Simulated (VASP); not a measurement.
# MgCdSe2: structure and properties in VASP

What structure does MgCdSe2 take at this level, and what are its properties? The steps: rough relaxation of the start cell, relaxing cell and atoms (PW91), density, ELF and potential (PW91), bands along the symmetry lines (PW91), density of states (PW91), bands along the symmetry lines (PW91 + SOC) and optical spectrum (PW91). The cell is invented: it takes the structure of COD entry 9008673, MgSe (space group 225 there), with some of its atoms replaced by other elements, volume scaled by an estimate. It may not be a known or stable phase.

Main program and level: VASP 6.6.1; PW91; plane waves and PAW (Cd, Se, Mg), in the first sound run; inputs show where later runs differ.

Report form: the programs' logs are mostly left out.

**1. Set-up**

Before any relaxation, the start is as follows. Symmetry: R-3m, No. 166, trigonal system. Conventional cell: a = 3.964 Å, b = 3.964 Å, c = 19.421 Å, α = 90.00°, β = 90.00°, γ = 120.00°. Nearest to Cd lie 6 Se at 2.80 Å. Se has 3 Mg at 2.80 Å and 3 Cd at 2.80 Å nearest. Mg has 6 Se at 2.80 Å nearest. It derives from MgSe. it takes the structure of COD entry 9008673, MgSe (space group 225 there), with some of its atoms replaced by other elements, volume scaled by an estimate. Farther neighbours and most contacts between anions are not listed.

As a file:

```xyz
4
Lattice="1.9822 1.1444 6.4737 -1.9822 1.1444 6.4737 0.0000 -2.2888 6.4737" Properties=species:S:1:pos:R:3 pbc="T T T"
Cd    0.0000    0.0000    0.0000
Se    0.0000    0.0000   14.5658
Se    0.0000    0.0000    4.8553
Mg    0.0000    0.0000    9.7105
```

**2. Rough relaxation of the start cell**

The start is only an estimate, so a cheap relaxation brings it near a minimum before any careful run. PW91 is the forerunner of PBE and gives much the same.

File INCAR:

```
SYSTEM = MgCdSe2
PREC = Normal
ENCUT = 400
EDIFF = 1E-05
NELM = 60
ISMEAR = -1
SIGMA = 0.05
LREAL = .FALSE.
ALGO = Fast
GGA = 91
NBANDS = 19
LORBIT = 11
LWAVE = .FALSE.
LCHARG = .FALSE.
KPAR = 2
IBRION = 2
NSW = 40
ISIF = 3
EDIFFG = -0.04
```

File POSCAR:

```
MgCdSe2
1.0
    1.9821550000      1.1443980000      6.4736910000
   -1.9821550000      1.1443980000      6.4736910000
    0.0000000000     -2.2887950000      6.4736910000
Cd Se Mg
1 2 1
Direct
    0.0000000000      0.0000000000      0.0000000000
    0.7500000000      0.7500000000      0.7500000000
    0.2500000000      0.2500000000      0.2500000000
    0.5000000000      0.5000000000      0.5000000000
```

File KPOINTS:

```
Automatic mesh
0
Gamma
5 5 5
0 0 0
```

Potentials, in the order of the species: Cd, Se and Mg (PBE family, release 64).

The run is started by

```bash
$ mpirun -np 2 vasp_std
```

Elapsed: 21 s, on 2 MPI ranks of Intel Xeon 6975P-C (Granite Rapids), shared host; peak memory 0.42 GiB.

The gap is read on the k-mesh alone, so it is an upper bound where the band edges lie off the mesh. This relaxation is a rough one on cheap settings, only to bring the start near its minimum. The PAW data sets were made with PBE, which is usual practice but a small mismatch for other functionals. The run keeps the 12 symmetry operations of its start, so it cannot find a distortion of lower symmetry.

Step by step:

```tsv
step	energy less that of the first step (eV)	largest force (eV/Å)	pressure (GPa)	volume (Å³)
1	0.0000	0.5895	1.14	88.11
2	-0.0298	0.3229	-0.52	90.11
3	-0.0320	0.2434	-1.01	90.81
4	-0.0450	0.0959	-0.33	89.56
5	-0.0465	0.0010	0.16	88.83
```

```tsv
conventional cell, symmetrised	before	after	change
a (Å)	3.964	3.982	+0.5 %
b (Å)	3.964	3.982	+0.5 %
c (Å)	19.421	19.403	-0.1 %
volume (Å³/atom)	22.03	22.21	+0.8 %
```

The atoms that moved most (Å, as changes of fractional coordinates times the final cell):

```tsv
atom	dx	dy	dz	length
Se2	0.000	0.000	0.075	0.075
Se3	0.000	0.000	-0.075	0.075
```

Final coordinates:

```
Cd Se Mg
1.0
     1.99114    1.14958    6.46764
    -1.99114    1.14958    6.46764
     0.00000   -2.29917    6.46764
Cd Se Mg
1 2 1
Cartesian
  0.0000 0.0000 0.0000
  0.0000 0.0000 14.6268
  0.0000 0.0000 4.7761
  0.0000 0.0000 9.7015
```

This step gave:

* electrons: 26
* bands: 19
* irreducible k-points: 19
* symmetry operations: 12
* free energy (TOTEN): -12.72 eV
* Fermi energy: 3.070 eV
* pressure: 0.1625 GPa
* metallic: no
* valence top at k: 0.4, 0.4, 0.4
* conduction bottom at k: -0.4, -0.4, 0.2
* least direct gap at k: -0.4, -0.4, 0.2
* SCF cycles over all ionic steps: 36
* gap on the k-mesh: 1.044 eV
* least direct gap on the k-mesh: 1.299 eV

It ends with a largest force of 0.001 eV/Å and a pressure of 0.16 GPa.

**3. Relaxing cell and atoms (PW91)**

Properties are meant for the cell that this level of theory prefers, so cell and atoms are relaxed first (ISIF = 3) until forces and stress are small; EDIFFG sets the threshold.

File INCAR:

```
SYSTEM = MgCdSe2
PREC = Accurate
ENCUT = 400
EDIFF = 1E-06
NELM = 100
ISMEAR = -1
SIGMA = 0.05
LREAL = .FALSE.
ALGO = Normal
GGA = 91
NBANDS = 19
LORBIT = 11
LWAVE = .FALSE.
LCHARG = .FALSE.
KPAR = 2
IBRION = 2
NSW = 60
ISIF = 3
EDIFFG = -0.01
```

File POSCAR:

```
MgCdSe2
1.0
    1.9911372978      1.1495839324      6.4676377972
   -1.9911372978      1.1495839324      6.4676377972
    0.0000000000     -2.2991668615      6.4676377974
Cd Se Mg
1 2 1
Direct
    0.0000000000      0.0000000000      0.0000000000
    0.7538448702      0.7538448702      0.7538448702
    0.2461551298      0.2461551298      0.2461551298
    0.5000000000      0.5000000000      0.5000000000
```

File KPOINTS:

```
Automatic mesh
0
Gamma
7 7 7
0 0 0
```

The run is started by

```bash
$ mpirun -np 2 vasp_std
```

Wall time 70 s (2 MPI ranks); peak memory 0.69 GiB.

Step by step:

```tsv
step	energy less that of the first step (eV)	largest force (eV/Å)	pressure (GPa)	volume (Å³)
1	0.0000	0.0105	0.15	88.83
2	-0.0003	0.0093	-0.03	89.10
3	-0.0003	0.0092	-0.06	89.13
4	-0.0003	0.0044	-0.02	89.08
```

```tsv
conventional cell, symmetrised	before	after	change
a (Å)	3.982	3.981	-0.0 %
b (Å)	3.982	3.981	-0.0 %
c (Å)	19.403	19.466	+0.3 %
volume (Å³/atom)	22.21	22.27	+0.3 %
```

Final coordinates:

```cif
data_structure
_symmetry_space_group_name_H-M 'P 1'
_symmetry_Int_Tables_number 1
_cell_length_a 6.8838
_cell_length_b 6.8838
_cell_length_c 6.8838
_cell_angle_alpha 33.619
_cell_angle_beta 33.619
_cell_angle_gamma 33.619
_cell_volume 89.08
loop_
_atom_site_label
_atom_site_type_symbol
_atom_site_fract_x
_atom_site_fract_y
_atom_site_fract_z
_atom_site_occupancy
Cd1 Cd 0.00000 0.00000 0.00000 1
Se2 Se 0.75379 0.75379 0.75379 1
Se3 Se 0.24621 0.24621 0.24621 1
Mg4 Mg 0.50000 0.50000 0.50000 1
```

Numbers from this step:

```
irreducible k-points            : 44
free energy (TOTEN)             : -12.74 eV
Fermi energy                    : 2.960 eV
pressure                        : -0.02037 GPa
valence top at k                : -0.1429, 0.1429, 0
conduction bottom at k          : -0.4286, -0.4286, 0.1429
least direct gap at k           : -0.4286, -0.4286, 0.1429
SCF cycles over all ionic steps : 29
gap on the k-mesh               : 0.7946 eV
least direct gap on the k-mesh  : 1.069 eV
```

It ends with a largest force of 0.004 eV/Å and a pressure of -0.02 GPa.

**4. Density, ELF and potential (PW91)**

A single point on the relaxed cell gives a clean self-consistent state, with density, ELF and potential written out.

Edit INCAR of step 3 so:

```diff
@@ -13,7 +13,5 @@
 LWAVE = .FALSE.
-LCHARG = .FALSE.
-KPAR = 2
-IBRION = 2
-NSW = 60
-ISIF = 3
-EDIFFG = -0.01
+LCHARG = .TRUE.
+ISIF = 2
+LELF = .TRUE.
+LVHAR = .TRUE.
```

File POSCAR:

```
MgCdSe2
1.0
    1.9907338473      1.1493510012      6.4887012408
   -1.9907338473      1.1493510012      6.4887012408
    0.0000000000     -2.2987009961      6.4887012404
Cd Se Mg
1 2 1
Direct
    0.0000000000      0.0000000000      0.0000000000
    0.7537857083      0.7537857083      0.7537857083
    0.2462142917      0.2462142917      0.2462142917
    0.5000000000      0.5000000000      0.5000000000
```

KPOINTS is that of step 3.

The run is started by

```bash
$ mpirun -np 2 vasp_std
```

Wall time 30 s (2 MPI ranks); peak memory 0.48 GiB; 58 s of CPU time.

Numbers from this step:

| Property | Result |
| --- | --- |
| SCF cycles | 13 |
| bands | 20 |
| pressure | -0.02415 GPa |
| gap on the k-mesh | 0.7945 eV |

Valence electrons inside each PAW sphere by angular momentum. Sphere charges, by row:

```tsv
atom	s (e)	p (e)	d (e)	tot (e)
Cd1	0.386	0.238	9.577	10.2
Se2	1.449	2.422	0.015	3.886
Se3	1.449	2.422	0.015	3.886
Mg4	0.143	0.113	0.029	0.285
```

Valence density in the ac plane of the conventional cell at fractional y = 0.000, with atoms of Cd and Se and Mg within 0.2 Å of it. It is the smooth field of the valence electrons, not physical close to the nuclei.

Ten steps, logarithmic in the rise over the least value, from '_' (0.0 e/Å³) to '@' (6.4 e/Å³), each cell a mean:
```
@@%%**==::........::--++##%%
--::::::::--------::::::::::
______..::--------::::..____
____........::::........____
====----::....__....::--====
--==++==--::......::==++++==
==++++==--::......::--==++++
--::::::::::::::::::::::::::
______....::----::::..______
______..::--------::::..____
____....::::------::::....__
______..................____
______......::::........____
____....::--------::::....__
______..::::------::....____
______....::----::::....____
------::::::::::::::::::----
==++++==--::......::--++++==
==++++==--::......::--++++==
------::............::::----
______....::::::::....______
____....::--------::::..____
==----::::::----::::::::--==
@@@@##==::........::--**%%@@
```
Columns run along a (4.0 Å), rows up along c (19.5 Å), edges of the conventional cell, whose origin can differ from the input's. Atoms in or near the plane, at fractional coordinates: Cd at (0.00, 0.00), Se at (0.00, 0.75), Se at (0.00, 0.25), Mg at (0.00, 0.50).

ELF in the ac plane of the conventional cell at fractional y = 0.000, with atoms of Cd and Se and Mg within 0.2 Å of it. It is the smooth field of the valence electrons, not physical close to the nuclei.

Values, 24 rows by 14 columns, each cell a mean:
```
0.10 0.13 0.20 0.20 0.16 0.20 0.26 0.27 0.24 0.18 0.17 0.22 0.17 0.11
0.14 0.14 0.15 0.23 0.43 0.61 0.70 0.72 0.68 0.55 0.34 0.18 0.14 0.14
0.04 0.05 0.12 0.29 0.54 0.72 0.80 0.82 0.78 0.66 0.44 0.20 0.08 0.04
0.17 0.16 0.15 0.16 0.25 0.37 0.49 0.52 0.45 0.32 0.20 0.15 0.15 0.17
0.75 0.74 0.70 0.61 0.46 0.28 0.15 0.12 0.19 0.35 0.53 0.65 0.72 0.74
0.60 0.73 0.83 0.84 0.74 0.48 0.18 0.11 0.29 0.60 0.80 0.85 0.80 0.66
0.73 0.79 0.83 0.76 0.56 0.30 0.14 0.11 0.19 0.40 0.67 0.80 0.82 0.77
0.55 0.51 0.41 0.27 0.17 0.14 0.14 0.15 0.14 0.15 0.21 0.33 0.46 0.54
0.05 0.06 0.07 0.11 0.16 0.18 0.20 0.20 0.19 0.18 0.14 0.09 0.06 0.06
0.04 0.07 0.14 0.30 0.46 0.57 0.63 0.64 0.61 0.53 0.40 0.22 0.10 0.05
0.08 0.14 0.27 0.45 0.60 0.67 0.71 0.71 0.70 0.65 0.54 0.37 0.21 0.10
0.01 0.04 0.12 0.24 0.29 0.29 0.29 0.28 0.29 0.30 0.28 0.19 0.08 0.02
0.02 0.06 0.17 0.30 0.37 0.38 0.38 0.38 0.39 0.38 0.35 0.25 0.12 0.04
0.08 0.13 0.25 0.44 0.60 0.69 0.73 0.74 0.72 0.67 0.54 0.36 0.19 0.10
0.03 0.05 0.12 0.25 0.39 0.48 0.53 0.54 0.52 0.45 0.33 0.18 0.08 0.04
0.10 0.10 0.09 0.10 0.14 0.15 0.16 0.17 0.16 0.15 0.12 0.09 0.09 0.10
0.67 0.64 0.54 0.38 0.22 0.15 0.14 0.14 0.14 0.17 0.28 0.45 0.59 0.66
0.66 0.76 0.83 0.81 0.64 0.36 0.15 0.11 0.21 0.47 0.73 0.83 0.81 0.71
0.67 0.76 0.84 0.84 0.73 0.47 0.18 0.11 0.28 0.59 0.79 0.85 0.82 0.72
0.66 0.64 0.59 0.49 0.36 0.24 0.16 0.15 0.18 0.28 0.42 0.54 0.61 0.65
0.10 0.09 0.10 0.16 0.31 0.47 0.60 0.63 0.56 0.41 0.24 0.13 0.10 0.09
0.05 0.06 0.13 0.31 0.56 0.73 0.80 0.82 0.78 0.67 0.46 0.22 0.09 0.05
0.17 0.17 0.16 0.20 0.36 0.53 0.64 0.66 0.60 0.47 0.28 0.17 0.16 0.17
0.06 0.09 0.19 0.22 0.15 0.16 0.18 0.19 0.17 0.15 0.17 0.23 0.14 0.06
```
Columns run along a (4.0 Å), rows up along c (19.5 Å), edges of the conventional cell, whose origin can differ from the input's. Atoms in or near the plane, at fractional coordinates: Cd at (0.00, 0.00), Se at (0.00, 0.75), Se at (0.00, 0.25), Mg at (0.00, 0.50).

Electrostatic potential energy in the ac plane of the conventional cell at fractional y = 0.000, with atoms of Cd and Se and Mg within 0.2 Å of it. With pseudopotentials it is smooth inside the atoms' cores, unlike the true potential.

Ten even steps from '0' (-38 eV) to '9' (4 eV), each cell a mean:
```
56678999998665
88999999999998
99999988999999
99999988899999
67899988999987
20069999998300
11379999998621
99999888899999
99999988899999
99999988999999
88899999999988
33578999998643
44678999998754
88999998999998
99999998999999
99999888899999
88999988899998
10279999998410
10279999998510
88999988899998
99999988899999
99999988899999
78899999999888
55678999998665
```
Columns run along a (4.0 Å; values clipped at the 3rd and 97th percentile), rows up along c (19.5 Å), edges of the conventional cell, whose origin can differ from the input's. Atoms in or near the plane, at fractional coordinates: Cd at (0.00, 0.00), Se at (0.00, 0.75), Se at (0.00, 0.25), Mg at (0.00, 0.50).

In this run the pressure is -0.02 GPa, small enough to go on.

**5. Bands along the symmetry lines (PW91)**

Levels along the symmetry lines show where the bands peak and cross; KPOINTS_OPT computes them in the converged potential.

File INCAR:

```
SYSTEM = MgCdSe2
PREC = Accurate
ENCUT = 400
EDIFF = 1E-06
NELM = 100
ISMEAR = -1
SIGMA = 0.05
LREAL = .FALSE.
ALGO = Normal
GGA = 91
NBANDS = 27
LORBIT = 11
LWAVE = .FALSE.
LCHARG = .FALSE.
KPAR = 2
```

POSCAR is that of step 4.

KPOINTS is that of step 4.

File KPOINTS_OPT:

```
Line mode
16
Line-mode
Reciprocal
  0.00000000   0.00000000   0.00000000 GAMMA
  0.50000000   0.00000000   0.00000000 L

  0.50000000   0.00000000   0.00000000 L
  0.50000000   0.18758361  -0.18758361 B1

  0.81241639   0.50000000   0.18758361 B
  0.50000000   0.50000000   0.50000000 Z

  0.50000000   0.50000000   0.50000000 Z
  0.00000000   0.00000000   0.00000000 GAMMA

  0.00000000   0.00000000   0.00000000 GAMMA
  0.34379181   0.00000000  -0.34379181 X

  0.65620819   0.34379181   0.00000000 Q
  0.50000000   0.50000000   0.00000000 F

  0.50000000   0.50000000   0.00000000 F
  0.65620819   0.65620819   0.18758361 P1

  0.65620819   0.65620819   0.18758361 P1
  0.50000000   0.50000000   0.50000000 Z

  0.50000000   0.00000000   0.00000000 L
  0.81241639   0.34379181   0.34379181 P
```

The run is started by

```bash
$ mpirun -np 2 vasp_std
```

Run time: 1.9 min. Hardware: 2 MPI ranks; peak memory 0.77 GiB; 3.8 min of CPU time.

Spin-orbit coupling is off here; it would split degenerate levels, and it lifts a valence top of Se p states by about 0.1 eV.

Numbers from this step:

```yaml
bands: 27
pressure: -0.02305 GPa
least_gap_on_mesh_and_path: 0.5668 eV
least_direct_gap_on_mesh_and_path: 0.7756 eV
valence_top_at_k: 0.1604, 0, -0.1604
conduction_bottom_at_k: 0.5, 0.5, 0
least_direct_gap_at_k: 0.5, 0.5, 0
```

The electronic bands at the labelled points (eV, zero at the valence-band top; v1 is the highest filled band, c1 the lowest empty one):

```tsv
point	v4	v3	v2	v1	c1	c2	c3	c4
Γ	-0.32	-0.28	-0.28	-0.28	1.18	3.44	5.66	5.66
0.47 of the way	-2.39	-0.80	-0.67	-0.45	2.97	3.99	5.81	6.42
L	-2.26	-1.92	-1.30	-1.07	2.35	3.12	5.89	6.38
0.47 of the way	-2.65	-2.41	-1.46	-1.42	3.03	4.32	5.47	5.83
B1	-2.79	-2.67	-1.21	-1.13	2.40	3.61	5.96	6.62
jump to B	-2.79	-2.67	-1.21	-1.13	2.40	3.61	5.96	6.62
0.53 of the way	-1.71	-1.44	-0.91	-0.58	2.93	4.34	5.79	5.84
Z	-0.60	-0.60	-0.02	-0.02	3.38	3.47	6.39	6.64
0.53 of the way	-0.50	-0.50	-0.11	-0.11	2.28	3.52	5.93	5.93
Γ	-0.32	-0.28	-0.28	-0.28	1.18	3.44	5.66	5.66
0.53 of the way	-2.82	-1.84	-1.43	-0.02	3.29	4.66	5.70	5.95
X	-3.31	-2.41	-1.42	-1.04	2.39	4.05	5.39	6.76
jump to Q	-3.31	-2.41	-1.42	-1.04	2.39	4.05	5.39	6.76
0.47 of the way	-2.75	-1.65	-1.17	-0.55	1.43	4.35	4.60	5.55
F	-1.87	-1.84	-0.26	-0.21	0.57	3.41	4.76	5.66
0.53 of the way	-1.88	-1.84	-0.37	-0.30	0.67	3.57	4.77	5.48
P1	-1.96	-1.78	-0.71	-0.39	0.92	3.89	4.71	5.30
0.47 of the way	-1.68	-1.31	-1.22	-0.15	2.50	4.65	5.20	5.94
Z	-0.60	-0.60	-0.02	-0.02	3.38	3.47	6.39	6.64
jump to L	-2.26	-1.92	-1.30	-1.07	2.35	3.12	5.89	6.38
0.53 of the way	-2.30	-1.58	-1.38	-0.72	1.68	3.73	5.18	5.61
P	-1.96	-1.78	-0.71	-0.39	0.92	3.89	4.71	5.30
```

Of the projections kept (Cd, Se, Mg), the largest for each band there; the rest of the weight can lie on other orbitals:

```tsv
point	v4	v3	v2	v1	c1	c2	c3	c4
Γ	Se 0.91	Se 0.95	Se 0.95	Se 0.95	Se 0.50	Se 0.58	Cd 0.45	Cd 0.45
L	Se 0.85	Se 0.77	Se 0.91	Se 0.87	Cd 0.56	Mg 0.45	Se 0.73	Se 0.73
B1	Se 0.81	Se 0.79	Se 0.86	Se 0.84	Cd 0.56	Mg 0.37	Se 0.62	Se 0.71
B	Se 0.81	Se 0.79	Se 0.86	Se 0.84	Cd 0.56	Mg 0.37	Se 0.62	Se 0.71
Z	Se 0.96	Se 0.96	Se 0.91	Se 0.91	Se 0.63	Se 0.57	Se 0.57	Cd 0.63
Γ	Se 0.91	Se 0.95	Se 0.95	Se 0.95	Se 0.50	Se 0.58	Cd 0.45	Cd 0.45
```

The path lowers the gap by 0.23 eV against the mesh alone, so a band edge lies off the mesh.

**6. Density of states (PW91)**

A density of states needs more k-points than a total energy; ISMEAR = -5 takes tetrahedra, and LORBIT projects the states on the PAW spheres. The mesh is finer than in the run before.

Edit INCAR of step 5 so:

```diff
@@ -5,3 +5,3 @@
 NELM = 100
-ISMEAR = -1
+ISMEAR = -5
 SIGMA = 0.05
@@ -15 +15,2 @@
 KPAR = 2
+NEDOS = 2001
```

POSCAR is that of step 5.

File KPOINTS:

```
Automatic mesh
0
Gamma
10 10 10
0 0 0
```

The run is started by

```bash
$ mpirun -np 2 vasp_std
```

Wall time 1.7 min (2 MPI ranks); peak memory 0.86 GiB; 3.4 min of CPU time.

This step gave:

```
irreducible k-points           : 116
Fermi energy                   : 2.528 eV
pressure                       : -0.02600 GPa
valence top at k               : 0.5, 0.5, 0.4
gap on the k-mesh              : 0.5867 eV
least direct gap on the k-mesh : 0.7764 eV
```

The density of states has structure finer than the step of the table below, so its rows give means over 0.5 eV, whole bins alone (the curve runs from -7.22 to 7.42 eV). Peaks (eV: height): total -4.09: 4.17, -3.72: 3.82, -1.76: 3.79, -1.32: 4.13, -0.74: 3.71, -0.17: 3.58, 5.49: 3.82; Cd d -4.09: 0.092, -3.72: 0.0726, -1.32: 0.104, -0.45: 0.121, 4.12: 0.0221, 5.94: 0.0661, 6.80: 0.0499; Se s -4.04: 0.095, -3.72: 0.0638, 2.88: 0.0722, 4.05: 0.161, 5.49: 0.124, 6.06: 0.065.

States under -7.2 eV and over 7.4 eV are left out, among them most of the Cd d (centred near -7.8 eV) states. The density of states by energy, zero at the valence-band top; means over each step; values in states/eV/cell:

```tsv
energy (eV)	total	Cd d	Se s
-5.5	0	0	0
-5.0	0.0181	8.2e-4	6.5e-5
-4.5	1.50	0.0488	0.0153
-4.0	3.02	0.0607	0.0626
-3.5	2.08	0.0487	0.0455
-3.0	1.59	0.0353	0.0406
-2.5	2.09	0.0362	0.0314
-2.0	2.76	0.0422	0.0217
-1.5	3.25	0.0697	0.0182
-1.0	3.26	0.0906	0.0128
-0.5	3.40	0.116	0.00869
0.0	1.08	0.0383	0.00158
0.5	0.00403	0	1.2e-4
1.0	0.156	1.9e-4	0.00468
1.5	0.372	7.6e-4	0.0114
2.0	0.770	0.00214	0.0248
2.5	1.20	0.00424	0.0405
3.0	1.34	0.00500	0.0578
3.5	0.514	0.00257	0.0337
4.0	2.32	0.0165	0.131
4.5	1.34	0.0110	0.0735
5.0	1.23	0.0125	0.0374
5.5	3.14	0.0404	0.0951
6.0	2.74	0.0452	0.0461
6.5	3.07	0.0399	0.0359
7.0	2.88	0.0443	0.0270
```

The gap on this mesh is 0.59 eV.

(Continued in part 2 of 2.)

[Lines on the potential files, build, host, timing and source positions are cut from VASP's logs without a mark.]

[Logs are printed without paths, hosts, clocks, repeated set-up lines and the standing remarks that a program may print on its own settings, such as how far it seeks lower states.]

[Hosts, paths, dates, database ids (printed as entryN), source tags and the programs' standing remarks are cut or masked in the printed files.]

[A measured line is paired with the nearest computed mode of its activity, which favours agreement.]
